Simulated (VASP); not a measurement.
Output of a VASP run:

### OSZICAR
```
...
DAV:   3    -0.556102062110E+02   -0.16785E+01   -0.16536E+01  3007   0.458E+01
DAV:   4    -0.556202503202E+02   -0.10044E-01   -0.10051E-01  2861   0.367E+00
DAV:   5    -0.556203231779E+02   -0.72858E-04   -0.72860E-04  2976   0.333E-01    0.229E+01
DAV:   6    -0.507545358363E+02    0.48658E+01   -0.22952E+00  2763   0.222E+01    0.474E+00
DAV:   7    -0.515022699559E+02   -0.74773E+00   -0.17838E-01  2652   0.553E+00    0.290E+00
DAV:   8    -0.508489853503E+02    0.65328E+00   -0.48014E-01  2685   0.934E+00    0.320E+00
DAV:   9    -0.513071273811E+02   -0.45814E+00   -0.11091E-01  2805   0.360E+00    0.139E+00
DAV:  10    -0.513484920560E+02   -0.41365E-01   -0.13550E-02  2655   0.150E+00    0.644E-01
DAV:  11    -0.513499057922E+02   -0.14137E-02   -0.29316E-03  2823   0.734E-01    0.109E-01
DAV:  12    -0.513500202030E+02   -0.11441E-03   -0.23456E-04  2703   0.224E-01    0.571E-02
DAV:  13    -0.513499884607E+02    0.31742E-04   -0.66258E-05  2745   0.127E-01    0.359E-02
DAV:  14    -0.513499850579E+02    0.34028E-05   -0.95097E-06  2823   0.426E-02    0.224E-02
DAV:  15    -0.513499768067E+02    0.82512E-05   -0.12527E-05  2811   0.514E-02    0.628E-03
DAV:  16    -0.513499785979E+02   -0.17912E-05   -0.13022E-06  2043   0.127E-02    0.232E-03
DAV:  17    -0.513499771224E+02    0.14755E-05   -0.34820E-07  1362   0.831E-03    0.631E-04
DAV:  18    -0.513499778131E+02   -0.69069E-06   -0.28264E-08  1353   0.202E-03
   1 F= -.51349978E+02 E0= -.51349996E+02  d E =-.513500E+02
       N       E                     dE             d eps       ncg     rms          rms(c)
DAV:   1    -0.517199016731E+02   -0.36992E+00   -0.98239E+00  2715   0.515E+01    0.717E+00
DAV:   2    -0.513676859952E+02    0.35222E+00   -0.53111E-01  2688   0.964E+00    0.185E+00
DAV:   3    -0.513124000935E+02    0.55286E-01   -0.19038E-01  2729   0.577E+00    0.116E+00
DAV:   4    -0.512655763157E+02    0.46824E-01   -0.54149E-02  2670   0.311E+00    0.998E-02
DAV:   5    -0.513151311523E+02   -0.49555E-01   -0.41838E-02  2646   0.277E+00    0.717E-02
DAV:   6    -0.513217823764E+02   -0.66512E-02   -0.15681E-03  2709   0.523E-01    0.220E-02
DAV:   7    -0.513219820880E+02   -0.19971E-03   -0.24822E-04  2715   0.215E-01    0.925E-02
DAV:   8    -0.513220145943E+02   -0.32506E-04   -0.10644E-04  2670   0.151E-01    0.211E-02
DAV:   9    -0.513220262913E+02   -0.11697E-04   -0.48557E-06  2850   0.286E-02    0.107E-03
DAV:  10    -0.513220255025E+02    0.78882E-06   -0.66401E-08  1347   0.356E-03
   2 F= -.51322026E+02 E0= -.51322008E+02  d E =0.279523E-01
       N       E                     dE             d eps       ncg     rms          rms(c)
DAV:   1    -0.515980449116E+02   -0.27602E+00   -0.57847E+00  2712   0.381E+01    0.636E+00
DAV:   2    -0.513811933371E+02    0.21685E+00   -0.28757E-01  2691   0.764E+00    0.142E+00
DAV:   3    -0.513485925211E+02    0.32601E-01   -0.11237E-01  2739   0.452E+00    0.112E+00
DAV:   4    -0.513144847797E+02    0.34108E-01   -0.28478E-02  2699   0.221E+00    0.272E-01
DAV:   5    -0.513514343410E+02   -0.36950E-01   -0.15662E-02  2643   0.168E+00    0.949E-02
DAV:   6    -0.513522520182E+02   -0.81768E-03   -0.34435E-04  2724   0.254E-01    0.746E-03
DAV:   7    -0.513522476198E+02    0.43984E-05   -0.35157E-05  2706   0.889E-02    0.117E-02
DAV:   8    -0.513522598302E+02   -0.12210E-04   -0.12824E-05  2691   0.547E-02    0.523E-03
DAV:   9    -0.513522595499E+02    0.28039E-06   -0.13254E-06  2209   0.154E-02
   3 F= -.51352260E+02 E0= -.51352287E+02  d E =-.228174E-02
```

**OUTCAR**
```
------------------------ aborting loop because EDIFF is reached ----------------------------------------
  FORCE on cell =-STRESS in cart. coord.  units (eV):
  Direction    XX          YY          ZZ          XY          YZ          ZX
  --------------------------------------------------------------------------------------
  Total       -0.0055520     -0.0055520     -0.0055520      0.0000000     -0.0000000      0.0000000
  in kB       -0.5570622     -0.5570622     -0.5570622      0.0000000     -0.0000000      0.0000000
  external PRESSURE =      -0.5570622 kB  Pullay stress =       0.0000000 kB
  volume of cell :       15.97
      direct lattice vectors                 reciprocal lattice vectors
    -1.586351453  1.586351453  1.586351453     0.000000000  0.315188667  0.315188667
     1.586351453 -1.586351453  1.586351453     0.315188667  0.000000000  0.315188667
     1.586351453  1.586351453 -1.586351453     0.315188667  0.315188667  0.000000000
 POSITION                                       TOTAL-FORCE (eV/Angst)
 -----------------------------------------------------------------------------------
      0.00000      0.00000      0.00000         0.000000      0.000000     -0.000000
 -----------------------------------------------------------------------------------
    total drift:                               -0.000000     -0.000000      0.000000
  FREE ENERGIE OF THE ION-ELECTRON SYSTEM (eV)
  ---------------------------------------------------
  free  energy   TOTEN  =       -51.3522595499 eV

  energy  without entropy=      -51.3523417287  energy(sigma->0) =      -51.35228694

 reached required accuracy - stopping structural energy minimisation
```
(Selected blocks of OUTCAR.)

POSCAR:
```
W
1
   -1.5800000000     1.5800000000     1.5800000000
    1.5800000000    -1.5800000000     1.5800000000
    1.5800000000     1.5800000000    -1.5800000000
W
1
Direct
  0.0000000000   0.0000000000   0.0000000000
```

Q: Reconstruct the remaining input files.

A: One answer among several that fit: the input of the run itself, r2SCAN meta-GGA, plane waves, VASP's PBE PAW potentials (set 64).

**KPOINTS**
```
Automatic mesh
0
Gamma
15 15 15
0 0 0
```

**INCAR**
```
IBRION = 2   # conjugate gradients
ISIF = 3   # ions, shape and volume
ENCUT = 520   # plane-wave cut-off (eV)
LMAXMIX = 6
LWAVE = .FALSE.
SYSTEM = W
ALGO = Normal   # blocked Davidson
EDIFFG = -0.01   # ionic stop
NELM = 100
SIGMA = 0.1
METAGGA = R2SCAN
NSW = 60   # most ionic steps
LASPH = .TRUE.
LREAL = .FALSE.   # projection in real space or not
EDIFF = 1E-6   # SCF stop (eV)
LMIXTAU = .TRUE.
LCHARG = .FALSE.
PREC = Accurate
ISMEAR = 1   # Methfessel-Paxton
```

POTCAR, in this order: W_sv (PBE.64 set). Program: vasp_std.

The compound is W in the bcc structure. This run relaxes it. Symmetry was kept, so distortions that lower it aren't found.
